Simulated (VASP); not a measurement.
A run of VASP 6.6.1:

POSCAR

```
YNb5
1.0
    2.6554613000      4.5993901100      0.0000000000
   -2.6554613000      4.5993901100      0.0000000000
    0.0000000000      0.0000000000      4.3314498400
Nb Y
5 1
Direct
    0.5000000000      0.5000000000      0.5000000000
    0.5000000000      0.0000000000      0.5000000000
    0.0000000000      0.5000000000      0.5000000000
    0.3333000000      0.3334000000      0.0000000000
    0.6666000000      0.6667000000      0.0000000000
    0.0000000000      0.0000000000      0.0000000000
```

INCAR.step1

```
  PREC = Accurate
  ENCUT = 520
  ISMEAR = -1
  SIGMA = 0.1
  LREAL = False
  LASPH = True
  NELM = 100
  NBANDS = 47
  GGA = PE
  ALGO = Normal
  EDIFF = 1E-4
  LWAVE = True
  LCHARG = False
```

Contents of INCAR.step2:

```
  PREC = Accurate
  ENCUT = 520
  EDIFF = 1E-7
  ISMEAR = -1
  SIGMA = 0.1
  LREAL = False
  LASPH = True
  NELM = 100
  ALGO = Normal
  ISIF = 2
  LWAVE = False
  LCHARG = False
  METAGGA = R2SCAN
  LMIXTAU = True
  NBANDS = 47
  ISTART = 1
```

The input KPOINTS:

```
regular mesh
0
Gamma
  7 7 8
```

Potentials or basis: VASP PAW PBE potentials, release 64 (Nb_sv, Y_sv).

Run with:

```sh
$ cat potpaw_PBE.64/Nb_sv/POTCAR potpaw_PBE.64/Y_sv/POTCAR > POTCAR
$ cp INCAR.step1 INCAR
$ mpirun -np 1 vasp_std > vasp.out
$ cp INCAR.step2 INCAR
$ mpirun -np 1 vasp_std > vasp.out
```

Hardware: 1 thread of Intel(R) Xeon(R) Platinum 8488C (Sapphire Rapids), with other jobs on the host.

Problem. Estimate the wall time of this run.

Solution. Wall time 21 min on 1 thread of Intel(R) Xeon(R) Platinum 8488C (Sapphire Rapids) (shared host), peak memory 0.47 GiB. Counts: scf iterations 11, k points 80.
